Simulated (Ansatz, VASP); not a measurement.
# ZnS (Wurtzite-2H) in two plane-wave programs

Wanted: the spread between two codes on one cell, functional and k mesh. The cell is taken from a series of runs on this material, whose earlier steps may have relaxed, scaled, displaced or heated it; both programs get it as it stands.

Method: plane waves, with VASP 6.6.1 beside it; zone-centre phonons at LDA, in Ansatz 0.2.0.

**1. Starting point**

It takes space group P6_3mc (No. 186, hexagonal). The conventional cell has a = 3.813 Å, b = 3.813 Å, c = 6.068 Å, α = 90.00°, β = 90.00°, γ = 120.00°. S has 4 Zn at 2.31 to 2.32 Å nearest. Nearest to Zn lie 4 S at 2.31 to 2.32 Å. Farther neighbours and most contacts between anions are not listed.

As a file:

```cif
data_structure
_symmetry_space_group_name_H-M 'P 1'
_symmetry_Int_Tables_number 1
_cell_length_a 3.8129
_cell_length_b 3.8129
_cell_length_c 6.0684
_cell_angle_alpha 90.000
_cell_angle_beta 90.000
_cell_angle_gamma 120.000
_cell_volume 76.40
loop_
_atom_site_label
_atom_site_type_symbol
_atom_site_fract_x
_atom_site_fract_y
_atom_site_fract_z
_atom_site_occupancy
S1 S 0.33333 0.66667 0.38243 1
S2 S 0.66667 0.33333 0.88243 1
Zn3 Zn 0.33333 0.66667 0.00257 1
Zn4 Zn 0.66667 0.33333 0.50257 1
```

**2. Ansatz: zone-centre phonons, LDA**

Ansatz runs on its PAW soft_1 files.

Second derivatives magnify differences that forces hide, and they need a tight electronic threshold.

Contents of input.yaml:

```yaml
crystal:
  lattice:
    - [3.8129210674, 0.0, 0.0]
    - [-1.9064605337, 3.302086507, 0.0]
    - [0.0, 0.0, 6.0684140862]
  atoms:
    - { symbol: S, position: [0.3333333333, 0.6666666667, 0.3824291106] }
    - { symbol: S, position: [0.6666666667, 0.3333333333, 0.8824291106] }
    - { symbol: Zn, position: [0.3333333333, 0.6666666667, 0.0025708894] }
    - { symbol: Zn, position: [0.6666666667, 0.3333333333, 0.5025708894] }
kpoints:
  mp_grid: { grid: [12, 12, 8] }
hamiltonian:
  xc: lda
  pseudopotentials: { kind: paw, azcp: { folder: soft_1 }, xc_functional: pbe }
scf:
  occupations: { method: fixed }
output:
  eigenvalues: true
phonons:
  method: dfpt
  dielectric: true
  rigid_motions: translations
```

Command:

```bash
> ansatz run input.yaml --threads 8 --pin off --max-ram 16384MiB --backend cpu --events-out ev --progress --plain --runs-dir out
```

Numbers of over 12 decimals in the logs are rounded to 6 here.

The program printed:

```text
Engine: ansatz 0.2.0, x86_64-unknown-linux-gnu
Pseudopotentials: kind: paw
Pseudopotential: S, paw, valence charge 6, recommended cutoff 420 eV (normal), soft_1/S.paw.azcp
Pseudopotential: Zn, paw, valence charge 12, recommended cutoff 420 eV (normal), soft_1/Zn.paw.azcp
Functional definition: SPW92
  exchange = slater_x
  correlation = pw_c
Crystal: 4 atoms, lattice volume = 76.405 Å³
Basis set: ecut = 420 eV, 1461 PW (Γ), exchange–correlation on 54×54×96 points (8 copies of the dense FFT grid, shifted against one another)
Bands: 22, of which v1, the nominal top of the filled ones, is band 18 counted from 1 (17 counted from 0)
Symmetry: 12 space group operations
k-points: 320 of 1152 (irreducible under 2 space group operations, time reversal used)
Non-local potential: S, projectors of the file, l = 0: 2, l = 1: 2, l = 2: 1
Non-local potential: Zn, projectors of the file, l = 0: 2, l = 1: 2, l = 2: 3, l = 3: 1
PAW form: soft (Blöchl's): semilocal exchange-correlation on the pseudo side does not see the compensation charge
PAW frozen core: S, regenerated for the run's functional, and the local potential with it (the file was generated under x = pbe(κ = 0.804, μ = 0.219515), c = pbe(β = 0.066725))
PAW frozen core: Zn, regenerated for the run's functional, and the local potential with it (the file was generated under x = pbe(κ = 0.804, μ = 0.219515), c = pbe(β = 0.066725))
PAW one-centre angular grid: S, 110 points (default); XC on 64 Gauss nodes
PAW one-centre angular grid: Zn, 590 points (default); XC on 64 Gauss nodes
Initial density: superposition of atomic densities (chi_scale 0.1, normalization cell, long waves kept (reshape's long-wave potential 0.00 eV rms))
Initial wavefunctions: pseudopotential atomic-orbital guess
Functional: x = slater, c = lda
SCF iter   1: F=—  HF=-8235.050592 eV  |F-HF|=—  |Δ(HF+E_count)|=         —  Δρ=3.82e-2  dr2=6.78e-1  ethr=3.10e-3  ⟨swp⟩=5.0  Hψ=34692  notcnv=0  defer=614
preconditioner: auto → Resta (q_TF=auto, 2.407 Å⁻¹)  ε∞=6.3  [insulator: Δε(μ)=2.335 eV  Ē_g=11.076 eV  n_scr=22 (ndim 8)  ℏωp=25.5 eV  f_vac=0.006  ε∞_Penn≈6.3]
SCF iter   2: F=—  HF=-8234.889311 eV  |F-HF|=—  |Δ(HF+E_count)|=   1.61e-1  Δρ=1.54e-2  dr2=1.45e-1  ethr=1.88e-3  ⟨swp⟩=2.0  Hψ=14674  notcnv=0  defer=637
SCF iter   3: F=—  HF=-8234.856307 eV  |F-HF|=—  |Δ(HF+E_count)|=   3.30e-2  Δρ=9.82e-3  dr2=5.02e-2  ethr=4.02e-4  ⟨swp⟩=2.0  Hψ=12812  notcnv=0  defer=637
SCF iter   4: F=—  HF=-8234.841461 eV  |F-HF|=—  |Δ(HF+E_count)|=   1.48e-2  Δρ=2.99e-3  dr2=4.41e-3  ethr=1.39e-4  ⟨swp⟩=2.0  Hψ=15363  notcnv=0  defer=637
SCF iter   5: F=—  HF=-8234.841656 eV  |F-HF|=—  |Δ(HF+E_count)|=   1.95e-4  Δρ=4.52e-4  dr2=1.96e-4  ethr=1.23e-5  ⟨swp⟩=2.6  Hψ=12587  notcnv=0  defer=637
SCF iter   6: F=—  HF=-8234.841722 eV  |F-HF|=—  |Δ(HF+E_count)|=   6.61e-5  Δρ=2.39e-4  dr2=4.25e-5  ethr=5.45e-7  ⟨swp⟩=2.5  Hψ=12373  notcnv=0  defer=593
SCF iter   7: F=—  HF=-8234.841734 eV  |F-HF|=—  |Δ(HF+E_count)|=   1.25e-5  Δρ=5.52e-5  dr2=9.80e-7  ethr=1.18e-7  ⟨swp⟩=2.3  Hψ=12708  notcnv=0  defer=5
SCF iter   8: F=—  HF=-8234.841736 eV  |F-HF|=—  |Δ(HF+E_count)|=   1.50e-6  Δρ=1.83e-5  dr2=1.49e-7  ethr=2.72e-9  ⟨swp⟩=2.0  Hψ=11126  notcnv=0  defer=1
SCF iter   9: F=—  HF=-8234.841736 eV  |F-HF|=—  |Δ(HF+E_count)|=   5.46e-9  Δρ=2.26e-6  dr2=2.84e-9  ethr=4.15e-10  ⟨swp⟩=2.4  Hψ=13032  notcnv=0  defer=1
SCF iter  10: F=—  HF=-8234.841736 eV  |F-HF|=—  |Δ(HF+E_count)|=  1.06e-10  Δρ=4.38e-7  dr2=1.02e-10  ethr=7.90e-12  ⟨swp⟩=2.1  Hψ=12837  notcnv=0  defer=1
SCF iter  11: F=-8234.841736 eV  HF=-8234.841736 eV  |F-HF|=1.82e-12  |Δ(HF+E_count)|=  3.64e-12  Δρ=4.99e-8  dr2=1.86e-12  ethr=1.00e-12  ⟨swp⟩=9.0  Hψ=49043  notcnv=0
SCF 1 converged in 11 iterations: F = -8234.841736 eV  dr2 = 1.86e-12
  greatest PAW one-centre occupation: 0.984 electrons in one spin orbital (limit 2), on the Zn atom at site 3 (counted from 0), in its partial waves of l = 2
DFPT response loops at Γ: preconditioner auto → Resta (q_TF=auto, 2.407 Å⁻¹)  ε∞=5.4 (no band partly filled); β = 1.00, the filter's whole step (`scf.mixing.beta` (0.50) is not read by the response loops at its default; to damp them type it under 1.00, their step now; it binds the ground state too); Broyden in place of MSR1
── the response to a field inside a basis, on 12×12×8 k-points: an SCF that follows is theirs, and a resumed run solves both again ──
Bands: 19, of which v1, the nominal top of the filled ones, is band 18 counted from 1 (17 counted from 0)
k-points: 168 of 1152 (irreducible under 4 space group operations, time reversal used)
Initial density: handed on by an earlier stage of this run
Initial wavefunctions: pseudopotential atomic-orbital guess (no wavefunctions were taken with the density)
Eigensolver: Dense (168 Hₖ)
SCF iter   1: F=—  HF=-8234.838927 eV  |F-HF|=—  |Δ(HF+E_count)|=         —  Δρ=1.35e-4  dr2=2.01e-6  ethr=1.00e-1
preconditioner: auto → Resta (q_TF=auto, 2.407 Å⁻¹)  ε∞=8.0  [insulator: Δε(μ)=2.360 eV  Ē_g=9.629 eV  n_scr=22 (ndim 8)  ℏωp=25.5 eV  f_vac=0.033  ε∞_Penn≈8.0]
SCF iter   2: F=—  HF=-8234.838928 eV  |F-HF|=—  |Δ(HF+E_count)|=   9.03e-7  Δρ=9.89e-5  dr2=2.40e-6  ethr=5.57e-9
SCF iter   3: F=—  HF=-8234.838928 eV  |F-HF|=—  |Δ(HF+E_count)|=   2.02e-7  Δρ=2.69e-5  dr2=8.85e-8  ethr=5.57e-9
SCF iter   4: F=-8234.838928 eV  HF=-8234.838928 eV  |F-HF|=9.38e-9  |Δ(HF+E_count)|=   1.13e-7  Δρ=4.35e-6  dr2=3.63e-9  ethr=2.46e-10
SCF 1 converged in 4 iterations: F = -8234.838928 eV  dr2 = 3.63e-9
DFPT response loops at Γ: preconditioner auto → Resta (q_TF=auto, 2.407 Å⁻¹)  ε∞=5.0 (no band partly filled); β = 1.00, the filter's whole step (`scf.mixing.beta` (0.50) is not read by the response loops at its default; to damp them type it under 1.00, their step now; it binds the ground state too); Broyden in place of MSR1
SCF converged after 11 iterations
Free energy (F): -8234.841736 eV
Harris-Foulkes:  -8234.841736 eV  (|F-HF|=1.82e-12)
Internal energy: -8234.841736 eV  (E = F + TS)
E sigma→0 (E₀):  -8234.841736 eV
Fermi energy:    5.938315 eV
--- Per-component energies (eV) ---
  E_band       = 7.151764
  E_kinetic    = 509.850956
  E_local      = -4510.237422  (includes V_loc(G=0)·N_el)
  E_nonlocal   = 1715.247598
  E_hartree    = 1713.797945
  E_xc         = -332.826593
  E_vxc        = -270.356079  (∫ρ·V_xc dr)
  E_paw        = -4804.019631  (= ΣΔE_a)
  E_vpaw       = -864.948634  (= ΣTr[D̂ρ^β])
  E_aug_tail   = -0.000501  (compensation charges beyond the density's cutoff)
  E_ewald      = -2530.074771
  E_core_change = 3.420682  (= ΣΔE_core)
  E_smearing   = -0.000000  (= −TS)
  E_closure    = 0.000000  (closes the sum)
  Σ components = -8234.841736   (vs F -8234.841736, Δ=0.00e0)
--- Band table (eV; the first three rows and the last of 320) ---
  k-point 0: bands = [... 14 lower, 4.8761, 5.8872, 5.8872, 5.9383, 8.0230, 8.5843, 11.8998, 11.8998]
  k-point 1: bands = [... 14 lower, 4.9112, 5.5651, 5.8448, 5.8448, 8.3510, 8.6317, 11.9195, 11.9195]
  k-point 2: bands = [... 14 lower, 5.0126, 5.0126, 5.7259, 5.7259, 8.7708, 8.9190, 11.9914, 11.9914]
  k-point 319: bands = [... 14 lower, 3.1922, 3.1922, 4.5185, 4.5185, 10.3817, 10.3817, 12.0570, 12.0570]
--- Phonons (Γ-DFPT): 4 representative perturbations + reference, on 320 of 1152 k-points (Σ response iterations 12) ---
  k mesh reduced under 2 symmetry operations, with k and −k counted as one. Each operation leaves every solved perturbation unchanged. A smaller set is not considered because the run solves the response to a homogeneous field
  ASR residual: 5.133e-5 → 0.000e0 eV/Å²; symmetrization residual: 2.659e-5 eV/Å²
  ASR residual per site (eV/Å²): 5.13e-5 5.13e-5 8.21e-6 8.21e-6
  Γ frequencies (cm⁻¹): 0.00 0.00 0.00 71.11 71.11 191.34 277.49 277.49 278.52 283.95 283.95 342.34
  ε∞ (high-frequency dielectric tensor):
        6.116970    -0.000000     0.000000
       -0.000000     6.116970    -0.000000
        0.000000    -0.000000     6.099611
  ε⁰ (static dielectric tensor: ions relaxed, cell fixed):
        8.913882     0.000000     0.000000
        0.000000     8.913882    -0.000000
        0.000000    -0.000000     9.035089
  ε⁰ − ε∞ (ionic part):
        2.796912     0.000000     0.000000
        0.000000     2.796912    -0.000000
        0.000000    -0.000000     2.935478
  softest optical mode at Γ: 71.11 cm⁻¹; the repairs (sum rule, projections) moved no ω² at Γ by more than (1.77 cm⁻¹)²
  Born effective charges Z* (e; rows j = field, columns β = displacement):
    site 0:
        -1.89653    0.00000    0.00000
         0.00000   -1.89653    0.00000
        -0.00000   -0.00000   -1.95014
    site 1:
        -1.89653   -0.00000    0.00000
         0.00000   -1.89653   -0.00000
        -0.00000    0.00000   -1.95014
    site 2:
         1.89653    0.00000    0.00000
        -0.00000    1.89653    0.00000
         0.00000    0.00000    1.95014
    site 3:
         1.89653    0.00000   -0.00000
        -0.00000    1.89653    0.00000
        -0.00000    0.00000    1.95014
  Z* charge neutrality: 7.865e-4 e pre-enforcement
  solved inside a basis spanned on kpoints, on 12×12×8 k-points, its susceptibility summed on 16×16×8: ε∞ is read to err by 2.1e-2, Z* by 1.4e-2 e (field_mesh: kpoints solves on kpoints); Z* is corrected for what the basis lacks
  optical modes at Γ without the LO–TO term, one row a degenerate level:
      ω (cm⁻¹)  modes    IR ((D/Å)²/amu)
         71.11      2             0.0000
        191.34      1             0.0000
        277.49      2            15.4301
[...]
optical modes at Γ + LO–TO along q̂ = [1.0000, 0.0000, 0.0000]:
      ω (cm⁻¹)  modes    IR ((D/Å)²/amu)
[...]
optical modes at Γ + LO–TO along q̂ = [0.0000, 1.0000, 0.0000]:
      ω (cm⁻¹)  modes    IR ((D/Å)²/amu)
[...]
334.98      1             7.7151
        342.34      1             0.0000
  optical modes at Γ + LO–TO along q̂ = [0.0000, 0.0000, 1.0000]:
      ω (cm⁻¹)  modes    IR ((D/Å)²/amu)
         71.11      2             0.0000
        191.34      1             0.0000
        277.49      2            15.4301
        283.95      2             0.0000
        338.98      1             8.1574
        342.34      1             0.0000
```

Reading the cycles: dr2 is the Hartree energy of the density residual (eV), the measure of convergence; HF is the Harris–Foulkes estimate of the energy, which meets the free energy F at convergence.

[end of part 1 of 3]

[Lines on the potential files, build, host, timing and source positions are cut from VASP's logs without a mark.]

[Logs are printed without paths, hosts, clocks, repeated set-up lines and the standing remarks that a program may print on its own settings, such as how far it seeks lower states.]

[Hosts, paths, dates, database ids (printed as entryN), source tags and the programs' standing remarks are cut or masked in the printed files.]
